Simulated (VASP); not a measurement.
Zn2SnO3:

```xyz
6
Lattice="2.2977 -2.7616 0.0000 2.2977 2.7616 0.0000 0.0000 0.0000 8.0151" Properties=species:S:1:pos:R:3 pbc="T T T"
Zn    2.2977    0.0000    2.1239
Zn    2.2977    0.0000    5.8911
Sn    0.0000    0.0000    0.0000
O     1.1488   -1.3808    0.0000
O     1.1488    1.3808    0.0000
O     0.0000    0.0000    4.0075
```

The cell was built by a generator and needn't be a form met in nature.

| Property | Result |
| --- | --- |
| Program | VASP 6.6.1 |
| Task | relaxation of cell and atoms |
| Functional | PBE |
| Potentials or basis | VASP PAW PBE potentials, release 64 (Zn, Sn_d, O) |
| Cutoff | 520 eV |
| k mesh | 4 × 4 × 2 |
| Occupations | gaussian, width 0.15 eV |
| Spin | no spin polarisation |

At the start: pressure 22.5 GPa; volume 16.95 Å³/atom.

Question: Where does the relaxation end?

Answer: Over 17 steps the energy falls by 1247.3 meV/atom and the volume is 13.36 Å³/atom (-21.2 %); space group Cmmm (No. 65, to 0.05 Å).

The path:
```tsv
step	energy change (eV)	largest force (eV/Å)	pressure (GPa)	volume (Å³)
1	0.0000	2.1029	22.46	101.72
2	-1.8375	0.4039	-10.95	138.96
3	-2.3985	0.9212	-4.24	123.66
4	-2.9584	1.0102	-4.69	117.04
5	-5.2777	0.8629	-3.47	96.68
6	85.0332	435.3035	543.10	54.08
7	-4.7060	1.7465	-0.09	96.13
8	-6.9938	2.7929	11.88	75.38
9	-6.7473	0.9627	3.17	82.17
10	-7.0542	0.6622	6.73	78.16
11	-7.0693	1.2291	8.13	77.22
12	-7.0786	4.5092	6.10	77.02
13	-7.1802	2.7367	7.28	77.16
14	-7.4578	0.9152	-0.21	80.14
15	-7.4721	0.4777	-1.65	80.97
16	-7.4840	0.0294	0.13	80.18
17	-7.4840	0.0173	-0.10	80.16
```

Final structure:
```cif
data_structure
_symmetry_space_group_name_H-M 'P 1'
_symmetry_Int_Tables_number 1
_cell_length_a 4.1881
_cell_length_b 4.1881
_cell_length_c 4.5721
_cell_angle_alpha 90.000
_cell_angle_beta 90.000
_cell_angle_gamma 91.650
_cell_volume 80.16
loop_
_atom_site_label
_atom_site_type_symbol
_atom_site_fract_x
_atom_site_fract_y
_atom_site_fract_z
_atom_site_occupancy
Zn1 Zn 0.50000 0.50000 0.26346 1
Zn2 Zn 0.50000 0.50000 0.73654 1
Sn1 Sn 0.00000 0.00000 0.00000 1
O1 O 0.50000 0.00000 0.00000 1
O2 O 0.00000 0.50000 0.00000 1
O3 O 0.00000 0.00000 0.50000 1
```

Caveat: the k mesh is coarse (spacing up to 0.44 Å⁻¹), so the values aren't converged; the volume moved by over 15 % at a fixed basis, so the end points are rough; the relaxation stopped at a loose force limit of 0.08 eV/Å, so its end isn't a converged minimum.
